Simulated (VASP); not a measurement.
Take MnF₂ (rutile), without spin-orbit terms, in VASP with PAW potentials, and its band gap.

Task: One run gives 2.26 eV. Which level is it?
A. PBE (own cell)
B. LDA (own cell)
C. PBE+U (own cell)
D. r2SCAN (own cell)

Result: A, PBE (own cell).  The others give 3.55 (PBE+U (own cell)), 3.01 (r2SCAN (own cell)), 1.62 (LDA (own cell)).

Only levels that ran to the end are used. Left out are those held back, those with too coarse a band path, GW runs whose mesh misses a band edge, hybrids' fits of cells that aren't cubic and levels without matching references; a question may draw on a part of the rest.

The compound is MnF2 in the rutile structure.
